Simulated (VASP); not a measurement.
# GeI (P1) in VASP: density of states with PBE

Aim: the density of states of GeI with PBE.

All numbers are computed with VASP 6.6.1; they aren't measurements. Logs are shortened: lines on timing, memory, paths and dates and some standing lists are left out, and cuts for length are marked.

## 1. The structure

The typed cell holds 4 atoms: a = 4.873 Å, b = 6.493 Å, c = 4.398 Å, α = 90.52°, β = 91.22°, γ = 68.02°.

The cell was built by a generator and needn't be a form met in nature.

## 2. Density of states, PBE

Contents of POSCAR:

```
GeI
1.0
    4.8728210000      0.0026860000      0.0517690000
    2.4330960000     -6.0194600000      0.0292460000
   -0.0466350000      0.0024540000     -4.3981410000
Ge I
2 2
Direct
    0.4613270000      0.1863460000      0.8285990000
    0.5821620000      0.8702500000      0.2164790000
    0.1121570000      0.7412200000      0.7594350000
    0.7943240000      0.2474650000      0.2319410000
```

Contents of INCAR.step1:

```
PREC     = Accurate       # precision mode
ENCUT    = 520            # plane-wave cutoff, eV
EDIFF    = 1E-6           # SCF threshold, eV
ISMEAR   = -1             # smearing method
SIGMA    = 0.1            # smearing width, eV
LREAL    = False          # projectors in reciprocal space
LASPH    = True           # aspherical terms in the spheres
NELM     = 100            # most SCF steps
ALGO     = Fast           # electronic algorithm
ISIF     = 2              # what is computed and relaxed
LWAVE    = False          # write WAVECAR
LCHARG   = True           # write CHGCAR
GGA      = PE             # functional
NBANDS   = 29             # bands
```

Contents of KPOINTS.step1:

```
Automatic mesh
0
Gamma
  4 3 4
  0 0.5 0
```

Contents of INCAR.step2:

```
PREC     = Accurate       # precision mode
ENCUT    = 520            # plane-wave cutoff, eV
EDIFF    = 1E-6           # SCF threshold, eV
ISMEAR   = -5             # smearing method
SIGMA    = 0.1            # smearing width, eV
LREAL    = False          # projectors in reciprocal space
LASPH    = True           # aspherical terms in the spheres
NELM     = 100            # most SCF steps
ALGO     = Fast           # electronic algorithm
ISIF     = 2              # what is computed and relaxed
LWAVE    = False          # write WAVECAR
LCHARG   = False          # write CHGCAR
GGA      = PE             # functional
LORBIT   = 10             # projections on sites
NBANDS   = 29             # bands
NEDOS    = 1001           # points of the DOS
ICHARG   = 11             # starting density
```

Contents of KPOINTS.step2:

```
regular mesh
0
Gamma
  6 5 6
```

Potentials or basis: VASP PAW PBE potentials, release 64 (Ge_d, I).

The run is started by

```
$ cat potpaw_PBE.64/Ge_d/POTCAR potpaw_PBE.64/I/POTCAR > POTCAR
$ cp INCAR.step1 INCAR
$ cp KPOINTS.step1 KPOINTS
$ mpirun -np 1 vasp_std > vasp.out
$ cp INCAR.step2 INCAR
$ cp KPOINTS.step2 KPOINTS
$ mpirun -np 1 vasp_std > vasp.out
```

OUTCAR:

```text
PREC = Accurate
   ENCUT = 520
   EDIFF = 1E-6
   ISMEAR = -5
   LREAL = False
   LASPH = True
   NELM = 100
   ISIF = 2
   GGA = PE
   LORBIT = 10
   ICHARG = 11

 ion  position               nearest neighbor table
   1  0.461  0.186  0.829-   4 2.51   2 2.57   4 3.22
   2  0.582  0.870  0.216-   1 2.57   4 2.99   3 3.16
   3  0.112  0.741  0.759-   2 3.16
   4  0.794  0.247  0.232-   1 2.51   2 2.99   1 3.22

  LATTYP: Found a triclinic cell.
 ALAT       =     4.8730967302
 B/A-ratio  =     1.3333647796
 C/A-ratio  =     0.9025860073
 COS(alpha) =     0.0069301683
 COS(beta)  =     0.0212246692
 COS(gamma) =     0.3760064831

  Lattice vectors:

 A1 = (   4.8728210000,   0.0026860000,   0.0517690000)
 A2 = (   2.4397250000,   6.0221460000,   0.0225230000)
 A3 = (   0.0466350000,  -0.0024540000,   4.3981410000)

Analysis of symmetry for initial positions (statically):
=====================================================================
 Subroutine PRICEL returns:
 Original cell was already a primitive cell.

 Routine SETGRP: Setting up the symmetry group for a
 triclinic supercell.

 Subroutine GETGRP returns: Found  1 space group operations
 (whereof  1 operations were pure point group operations)
 out of a pool of  2 trial point group operations.

The static configuration has the point symmetry C_1 .

Analysis of symmetry for dynamics (positions and initial velocities):
=====================================================================
 Subroutine PRICEL returns:
 Original cell was already a primitive cell.

 Routine SETGRP: Setting up the symmetry group for a
 triclinic supercell.

 Subroutine GETGRP returns: Found  1 space group operations
 (whereof  1 operations were pure point group operations)
 out of a pool of  2 trial point group operations.

The dynamic configuration has the point symmetry C_1 .

 Subroutine INISYM returns: Found  1 space group operations
 (whereof  1 operations are pure point group operations),
 and found     1 'primitive' translations

----------------------------------------------------------------------------------------

                                     Primitive cell

  volume of cell :     129.0193

  direct lattice vectors                    reciprocal lattice vectors
     4.872821000  0.002686000  0.051769000     0.205196844  0.082931250 -0.002129500
     2.433096000 -6.019460000  0.029246000     0.000092548 -0.166090905 -0.000093654
    -0.046635000  0.002454000 -4.398141000     0.002415917 -0.000128288 -0.227394479

  length of vectors
     4.873096730  6.492665875  4.398388921     0.221332039  0.166090958  0.227407349

  position of ions in fractional coordinates (direct lattice)
     0.461327000  0.186346000  0.828599000
     0.582162000  0.870250000  0.216479000
     0.112157000  0.741220000  0.759435000
     0.794324000  0.247465000  0.231941000

  ion indices of the primitive-cell ions
   primitive index   ion index
                 1           1
                 2           2
                 3           3
                 4           4

----------------------------------------------------------------------------------------

 KPOINTS: regular mesh

Automatic generation of k-mesh.
 Grid dimensions read from file:
 generate k-points for:    6    5    6

 Generating k-lattice:

  Cartesian coordinates                     Fractional coordinates (reciprocal lattice)
     0.034199474  0.013821875 -0.000354917     0.166666667 -0.000000000  0.000000000
     0.000018510 -0.033218181 -0.000018731    -0.000000000  0.200000000 -0.000000000
     0.000402653 -0.000021381 -0.037899080    -0.000000000  0.000000000  0.166666667

  Length of vectors
     0.036888673  0.033218192  0.037901225

  Shift w.r.t. Gamma in fractional coordinates (k-lattice)
     0.000000000  0.000000000  0.000000000

 TETIRR: Found    540 inequivalent tetrahedra from     1080

 Subroutine IBZKPT returns following result:
 ===========================================

 Found     92 irreducible k-points:

 Following reciprocal coordinates:
            Coordinates               Weight
  0.000000  0.000000  0.000000      1.000000
  0.166667 -0.000000  0.000000      2.000000
  0.333333 -0.000000  0.000000      2.000000
  0.500000 -0.000000  0.000000      1.000000
 -0.000000  0.200000  0.000000      2.000000
  0.166667  0.200000  0.000000      2.000000
[... 16 lines left out ...]
  0.000000  0.200000  0.166667      2.000000
  0.166667  0.200000  0.166667      2.000000
 [... further k-points ...]
   k-points           NKPTS =     92   k-points in BZ     NKDIM =     92   number of bands    NBANDS=     29
   number of dos      NEDOS =   1001   number of ions     NIONS =      4
   total plane-waves  NPLWV =  62208
   dimension x,y,z NGX =    36 NGY =   48 NGZ =   36
   dimension x,y,z NGXF=    72 NGYF=   96 NGZF=   72
   ions per type =               2   2
   NGX,Y,Z   is equivalent  to a cutoff of  12.28, 12.29, 13.61 a.u.
   NGXF,Y,Z  is equivalent  to a cutoff of  24.56, 24.58, 27.21 a.u.
 SYSTEM =  unknown system
   PREC   = accura    normal or accurate (medium, high low for compatibility)
   ISTART =      0    job   : 0-new  1-cont  2-samecut
   ICHARG =     11    charge: 1-file 2-atom 10-const
   ISPIN  =      1    spin polarized calculation?
   LNONCOLLINEAR =      F non collinear calculations
   LSORBIT =      F    spin-orbit coupling
   LASPH  =      T    aspherical Exc in radial PAW
   ENCUT  =  520.0 eV  38.22 Ry    6.18 a.u.   9.06 12.07  8.18*2*pi/ulx,y,z
   NELM   =    100;   NELMIN=  2; NELMDL=  0     # of ELM steps
   EDIFF  = 0.1E-05   stopping-criterion for ELM
   LREAL  =      F    real-space projection
   EDIFFG = 0.1E-04   stopping-criterion for IOM
   NSW    =      0    number of steps for IOM
   IBRION =     -1    ionic relax: 0-MD 1-quasi-New 2-CG
   NFREE  =      0    steps in history (QN), initial steepest desc. (CG)
   ISIF   =      2    stress and relaxation
   ISYM   =      2    0-nonsym 1-usesym 2-fastsym
   POTIM  = 0.5000    time-step for ionic-motion
   TEBEG  =    0.0;   TEEND  =   0.0 temperature during run
   PSTRESS=    0.0 pullay stress
   NELECT =      42.0000    total number of electrons
   NUPDOWN=      -1.0000    fix difference up-down
   EMIN   =  10.00;   EMAX   =-10.00  energy-range for DOS
   EFERMI =   0.00;   METHOD = LEGACY
   ISMEAR =    -5;   SIGMA  =   0.10  broadening in eV -4-tet -1-fermi 0-gaus
   EFERMI_NEDOS =   21; number of points for ismear=-14 and -15
   IALGO  =     68    algorithm
   IMIX   =      4    mixing-type and parameters
     AMIX     =   0.40;   BMIX     =  1.00
     AMIX_MAG =   1.60;   BMIX_MAG =  1.00
  volume/ion in A,a.u.               =      32.25       217.67
  Fermi-wavevector in a.u.,A,eV,Ry     =   1.126176  2.128164 17.255897  1.268273
  Thomas-Fermi vector in A             =   2.262857
   LORBIT       =     10    0 simple, 1 ext, 2 COOP (PROOUT), +10 PAW based schemes
   GGA     = PE    functional components
   LHFCALC =     F    Hartree Fock is set to
   AEXX    =    0.0000 exact exchange contribution
   IVDW    =     0    specifies the selected vdW correction
   LEPSILON=     F    determine dielectric tensor
   LRPA    =     F    only Hartree local field effects (RPA)
 non-spin polarized calculation
 RMM-DIIS sequential band-by-band and
 Fermi weights with tetrahedron method with Bloechl corrections
  energy-cutoff  :      520.00
  volume of cell :      129.02
 maximum number of plane-waves:      3495

 number of electron      41.9999986 magnetization

 Free energy of the ion-electron system (eV)
  ---------------------------------------------------
  ext. energy  EPLUGINS =         0.00000000
  ---------------------------------------------------
  free energy    TOTEN  =       -10.80619322 eV

  energy without entropy =      -10.80619322  energy(sigma->0) =      -10.80619322

 E-fermi :   4.5551     XC(G=0):  -8.8906

 val. band max:        4.5508974128   @ k =   0.5000   0.2000   0.5000
 cond. band min:       4.4925852675   @ k =  -0.1667  -0.4000   0.3333
 fundamental gap:     -0.0583121453
 Fermi energy:         4.5551280215

 k-point     1 :       0.0000    0.0000    0.0000
  band No.  band energies     occupation
      1     -20.6788      2.00000
      2     -20.6777      2.00000
      3     -20.5629      2.00000
      4     -20.5315      2.00000
      5     -20.5253      2.00000
      6     -20.4803      2.00000
[... 21 lines left out ...]
     28      10.4200      0.00000
     29      10.7863      0.00000

 k-point     2 :       0.1667   -0.0000    0.0000
  band No.  band energies     occupation
      1     -20.6787      2.00000
      2     -20.6777      2.00000
      3     -20.5629      2.00000
      4     -20.5315      2.00000
      5     -20.5253      2.00000
      6     -20.4804      2.00000
[... 21 lines left out ...]
     28      10.2158      0.00000
     29      10.6249      0.00000

 k-point     3 :       0.3333   -0.0000    0.0000
  band No.  band energies     occupation
      1     -20.6787      2.00000
      2     -20.6776      2.00000
      3     -20.5630      2.00000
      4     -20.5315      2.00000
      5     -20.5252      2.00000
      6     -20.4805      2.00000
[... 21 lines left out ...]
     28      10.6034      0.00000
     29      10.9289      0.00000

 k-point     4 :       0.5000   -0.0000    0.0000
  band No.  band energies     occupation
      1     -20.6787      2.00000
      2     -20.6776      2.00000
      3     -20.5631      2.00000
      4     -20.5315      2.00000
      5     -20.5252      2.00000
      6     -20.4806      2.00000
[... 597 lines left out ...]
     28      10.4311      0.00000
     29      10.8000      0.00000

 k-point    23 :       0.0000    0.2000    0.1667
  band No.  band energies     occupation
      1     -20.6788      2.00000
      2     -20.6776      2.00000
      3     -20.5626      2.00000
      4     -20.5312      2.00000
      5     -20.5248      2.00000
      6     -20.4806      2.00000
[... 21 lines left out ...]
     28      10.1829      0.00000
     29      10.8436      0.00000

 k-point    24 :       0.1667    0.2000    0.1667
  band No.  band energies     occupation
      1     -20.6788      2.00000
      2     -20.6776      2.00000
      3     -20.5627      2.00000
      4     -20.5312      2.00000
      5     -20.5247      2.00000
      6     -20.4807      2.00000
[... 21 lines left out ...]
     28      10.5231      0.00000
     29      11.1194      0.00000

 [... further k-points ...]

------------------------ aborting loop because EDIFF is reached ----------------------------------------

  FORCE on cell =-STRESS in cart. coord.  units (eV):
  Direction    XX          YY          ZZ          XY          YZ          ZX
  --------------------------------------------------------------------------------------
  -------------------------------------------------------------------------------------
  Total        1.3484978      2.3644327      2.6629049     -0.3070096     -0.2692332     -1.8836422
  in kB       16.7458031     29.3618022     33.0682648     -3.8124811     -3.3433691    -23.3912896
  external PRESSURE =      26.3919567 kB  Pullay stress =       0.0000000 kB

 VOLUME and BASIS-vectors are now :
 -----------------------------------------------------------------------------
  energy-cutoff  :      520.00
  volume of cell :      129.02
      direct lattice vectors                 reciprocal lattice vectors
     4.872821000  0.002686000  0.051769000     0.205196844  0.082931250 -0.002129500
     2.433096000 -6.019460000  0.029246000     0.000092548 -0.166090905 -0.000093654
    -0.046635000  0.002454000 -4.398141000     0.002415917 -0.000128288 -0.227394479

 POSITION                                       TOTAL-FORCE (eV/Angst)
 -----------------------------------------------------------------------------------
      2.66272     -1.11843     -3.61496        -1.412701      0.341808      1.004680
      4.94408     -5.23634     -0.89652        -0.302627      0.152469      0.288623
      2.31456     -4.45958     -3.31262         0.123792      0.438708     -0.403403
      4.46189     -1.48690     -0.97175         1.591536     -0.932985     -0.889899
 -----------------------------------------------------------------------------------
    total drift:                               -0.005477     -0.009926     -0.005449

  FREE ENERGIE OF THE ION-ELECTRON SYSTEM (eV)
  ---------------------------------------------------
  free  energy   TOTEN  =       -10.8061932163 eV

  energy  without entropy=      -10.8061932163  energy(sigma->0) =      -10.80619322

 total charge

# of ion       s       p       d       tot
------------------------------------------
    1        1.300   0.883  10.019  12.202
    2        1.325   0.759   9.997  12.080
    3        1.529   2.698   0.019   4.246
    4        1.533   2.729   0.044   4.305
--------------------------------------------------
tot          5.686   7.069  20.078  32.833
```

Run time: 2.3 min. Hardware: 1 thread of Intel Xeon 6975P-C (Granite Rapids), shared host; peak memory 0.43 GiB.

What came out:

| Quantity | Value |
| --- | --- |
| Valence electrons inside the program's atomic spheres | Ge 12.20, 12.08; I 4.25, 4.30 |

States per cell in windows of 1 eV (zero at the Fermi level; states under -8 eV left out):
```tsv
from (eV)	total	I3_p	I4_p	Ge2_p	Ge1_p	Ge2_s	Ge1_s
-8.0	1.63	0.03	0.10	0.01	0.03	0.47	0.34
-7.0	0.31	0.01	0.02	0.00	0.01	0.08	0.08
-6.0	0.34	0.03	0.08	0.01	0.02	0.00	0.00
-5.0	3.39	0.37	0.80	0.14	0.18	0.05	0.04
-4.0	3.22	0.52	0.66	0.12	0.16	0.09	0.11
-3.0	4.89	1.51	0.80	0.09	0.11	0.10	0.11
-2.0	0.16	0.05	0.04	0.00	0.00	0.00	0.00
-1.0	2.01	0.17	0.13	0.34	0.32	0.01	0.03
0.0	2.27	0.19	0.14	0.40	0.31	0.01	0.03
1.0	2.85	0.19	0.18	0.59	0.35	0.01	0.02
2.0	1.77	0.09	0.13	0.31	0.30	0.01	0.01
3.0	1.96	0.06	0.11	0.23	0.36	0.02	0.02
4.0	1.60	0.06	0.06	0.16	0.20	0.01	0.02
5.0	2.43	0.05	0.06	0.06	0.08	0.01	0.01
6.0	2.40	0.05	0.05	0.06	0.07	0.02	0.01
7.0	0.72	0.02	0.02	0.02	0.03	0.00	0.00
```

Caveat: tetrahedron occupations give inexact forces and stress in metals. Spin-orbit coupling is left out, which matters for the levels of I.
